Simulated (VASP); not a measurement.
```
CELL_PARAMETERS angstrom
      0.00000     3.71002     3.71002
      3.71002     0.00000     3.71002
      3.71002     3.71002     0.00000
ATOMIC_POSITIONS crystal
  Pr 0.00000 0.00000 0.00000
  Mg 0.50000 0.50000 0.50000
  Mg 0.75000 0.75000 0.75000
  Mg 0.25000 0.25000 0.25000
```

These are r2SCAN meta-GGA, VASP's PBE PAW potentials (set 64) (plane waves; VASP 6.6.1) values and carry that method's errors. Numerical set-up: 400 eV cut-off, 7×7×7 Γ-centred mesh, first-order Methfessel-Paxton smearing of 0.10 eV, potentials Pr_3 Mg.

The 4f electrons are frozen in the core of the lanthanide potential, so 4f levels, which can set the real gap, and their magnetism are missing.

Task: Estimate the energy per atom (σ→0), band gap (on the k-mesh) with the smallest direct gap where there is one.

Result: 
```json
{
  "band gap (on the k-mesh)": "none (metal, semimetal or under 0.01 eV)",
  "energy per atom (σ→0)": "-10.608 eV/atom"
}
```

The structure comes from a computed database's PrMg3 entry (Fm-3m); how it stands against other phases isn't given here. It was relaxed first. The start is the result of an earlier pass. The electron count is odd and the run is not spin-polarised, which forces a metal.
